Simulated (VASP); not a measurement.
Here is the system:

```
CELL_PARAMETERS angstrom
      1.55282    -2.68956     0.00000
      1.55282     2.68956     0.00000
      0.00000     0.00000     4.97385
ATOMIC_POSITIONS crystal
  Al 0.66667 0.33333 0.50007
  Al 0.33333 0.66667 0.00007
  N  0.66667 0.33333 0.88193
  N  0.33333 0.66667 0.38193
```

Method: r2SCAN meta-GGA, VASP's PBE PAW potentials (set 64) (plane waves; VASP 6.6.1). Numerical set-up: 520 eV cut-off, 10×10×6 Γ-centred mesh, Gaussian smearing of 0.050 eV, potentials Al N.

Predict the energy per atom (σ→0).

```json
{
  "energy per atom (σ→0)": "-9.614 eV/atom"
}
```

Total energies compare only between runs with the same potentials, cut-off and functional.

The compound is AlN in the wurtzite structure. It was relaxed first.
